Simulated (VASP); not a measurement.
Given:

```
CELL_PARAMETERS angstrom
     -1.64383     1.64383     1.64383
      1.64383    -1.64383     1.64383
      1.64383     1.64383    -1.64383
ATOMIC_POSITIONS crystal
  Ta 0.00000 0.00000 0.00000
```

The numbers are results of PBE GGA with D3 dispersion (Becke-Johnson damping), VASP's PBE PAW potentials (set 64) (plane waves; VASP), not measurements. Numerical set-up: 520 eV cut-off, Gaussian smearing of 0.050 eV, potentials Ta_pv.

Unless said otherwise, spin-orbit coupling is left out, though it shifts the bands of the heavy elements here.

Problem. Predict the band gap (along the path) with the smallest direct gap where there is one.

Solution. 
| Quantity | Result |
|---|---|
| band gap (along the path) | none (metal, semimetal or under 0.01 eV) |

The compound is Ta in the bcc structure. It was relaxed first.
